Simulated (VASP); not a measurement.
Data:

```xyz
4
Lattice="3.1814 0.0000 0.0000 -1.5907 2.7552 0.0000 0.0000 0.0000 25.2025" Properties=species:S:1:pos:R:3 pbc="T T T"
Zr     1.5907     0.9184    11.3187
Zr     0.0000     1.8368     8.7536
Zr     1.5907     0.9184    16.4489
Zr     0.0000     1.8368    13.8838
```

Method: PBEsol GGA, VASP's PBE PAW potentials (set 64) (plane waves; VASP 6.6.1). Settings: PREC = Normal, EDIFF = 1E-5, 400 eV cut-off, 10×10×1 Γ-centred mesh, first-order Methfessel-Paxton smearing of 0.10 eV, potentials Zr_sv.

Problem. The ions are relaxed. What does this cell relax into?

Solution. 
```xyz
4
Lattice="3.1814 0.0000 0.0000 -1.5907 2.7552 0.0000 0.0000 0.0000 25.2025" Properties=species:S:1:pos:R:3 pbc="T T T"
Zr     1.5907     0.9184    11.2803
Zr     0.0000     1.8368     8.8737
Zr     1.5907     0.9184    16.3288
Zr     0.0000     1.8368    13.9223
```

Problem. How much energy does the relaxation gain?

Solution. The energy (σ→0) changes by -23.0 meV/atom, in 10 ionic steps.

| step | E(σ→0) (eV) | max force (eV/Å) | pressure (GPa) | volume (Å³) |
|---|---|---|---|---|
| 1 | -34.2659 | 0.653 | -1.83 | 220.91 |
| 2 | -34.3172 | 0.363 | -1.56 | 220.91 |
| 3 | -34.3451 | 0.117 | -1.01 | 220.91 |
| 4 | -34.3451 | 0.127 | -1.03 | 220.91 |
| 5 | -34.3481 | 0.105 | -0.95 | 220.91 |
| 6 | -34.3548 | 0.075 | -0.70 | 220.91 |
| 7 | -34.3555 | 0.096 | -0.19 | 220.91 |
| 8 | -34.3573 | 0.057 | -0.46 | 220.91 |
| 9 | -34.3577 | 0.030 | -0.52 | 220.91 |
| 10 | -34.3577 | 0.002 | -0.49 | 220.91 |

The cell is a thin slab with vacuum, built from Zr (hcp): (001) face.
